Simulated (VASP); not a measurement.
Level of theory: PBE GGA, VASP's PBE PAW potentials (set 64) (plane waves; VASP).

Input for VASP

**POSCAR**
```
Hf
1
    1.5950000000    -2.7626210000     0.0000000000
    1.5950000000     2.7626210000     0.0000000000
    0.0000000000     0.0000000000     5.0500000000
Hf
2
Direct
  0.3333330000   0.6666670000   0.2500000000
  0.6666670000   0.3333330000   0.7500000000
```

KPOINTS:
```
Automatic mesh
0
Gamma
10 10 6
0 0 0
```

### INCAR
```
SYSTEM = Hf
PREC = Accurate
ENCUT = 400
EDIFF = 1E-6
NELM = 100
ALGO = Normal
LREAL = .FALSE.
LASPH = .TRUE.
ISMEAR = 1
SIGMA = 0.1
GGA = PE
LMAXMIX = 6
LWAVE = .FALSE.
LCHARG = .FALSE.
ISIF = 2
```

POTCAR, in this order: Hf_pv (PBE.64 set). Program: vasp_std.

The run wrote:

**OSZICAR**
```
       N       E                     dE             d eps       ncg     rms          rms(c)
DAV:   1     0.399549524693E+02    0.39955E+02   -0.10295E+04  1608   0.112E+03
DAV:   2    -0.188132502413E+02   -0.58768E+02   -0.57759E+02  1952   0.238E+02
DAV:   3    -0.205373374300E+02   -0.17241E+01   -0.16907E+01  2144   0.280E+01
DAV:   4    -0.205523337688E+02   -0.14996E-01   -0.14992E-01  1772   0.332E+00
DAV:   5    -0.205525921983E+02   -0.25843E-03   -0.25842E-03  2194   0.340E-01    0.654E+01
DAV:   6    -0.200349783846E+02    0.51761E+00   -0.49625E-01  1664   0.545E+00    0.389E+01
DAV:   7    -0.198532181667E+02    0.18176E+00   -0.84669E-01  1688   0.681E+00    0.198E+00
DAV:   8    -0.198430077407E+02    0.10210E-01   -0.56395E-02  1712   0.182E+00    0.461E-01
DAV:   9    -0.198431375109E+02   -0.12977E-03   -0.12797E-03  2192   0.287E-01    0.216E-01
DAV:  10    -0.198431187370E+02    0.18774E-04   -0.40148E-05  1790   0.520E-02    0.178E-01
DAV:  11    -0.198431236639E+02   -0.49269E-05   -0.53717E-06  2018   0.201E-02    0.104E-02
DAV:  12    -0.198431238028E+02   -0.13891E-06   -0.72298E-07  1138   0.675E-03
   1 F= -.19843124E+02 E0= -.19842705E+02  d E =-.125759E-02
```

OUTCAR:
```
------------------------ aborting loop because EDIFF is reached ----------------------------------------
  FORCE on cell =-STRESS in cart. coord.  units (eV):
  Direction    XX          YY          ZZ          XY          YZ          ZX
  --------------------------------------------------------------------------------------
  Total        0.2758158      0.2758158      0.2420250     -0.0000000      0.0000000      0.0000000
  in kB        9.9294762      9.9294759      8.7129959     -0.0000000      0.0000000      0.0000000
  external PRESSURE =       9.5239827 kB  Pullay stress =       0.0000000 kB
  volume of cell :       44.50
      direct lattice vectors                 reciprocal lattice vectors
     1.595000000 -2.762621000  0.000000000     0.313479624 -0.180987548  0.000000000
     1.595000000  2.762621000  0.000000000     0.313479624  0.180987548  0.000000000
     0.000000000  0.000000000  5.050000000     0.000000000  0.000000000  0.198019802
 POSITION                                       TOTAL-FORCE (eV/Angst)
 -----------------------------------------------------------------------------------
      1.59500      0.92088      1.26250        -0.000000     -0.000000      0.000000
      1.59500     -0.92088      3.78750         0.000000      0.000000      0.000000
 -----------------------------------------------------------------------------------
    total drift:                               -0.000005      0.000182     -0.000015
  FREE ENERGIE OF THE ION-ELECTRON SYSTEM (eV)
  ---------------------------------------------------
  free  energy   TOTEN  =       -19.8431238028 eV

  energy  without entropy=      -19.8418662159  energy(sigma->0) =      -19.84270461
```
(Selected blocks of OUTCAR.)

The compound is Hf in the hcp structure. The cell was not relaxed at this level.
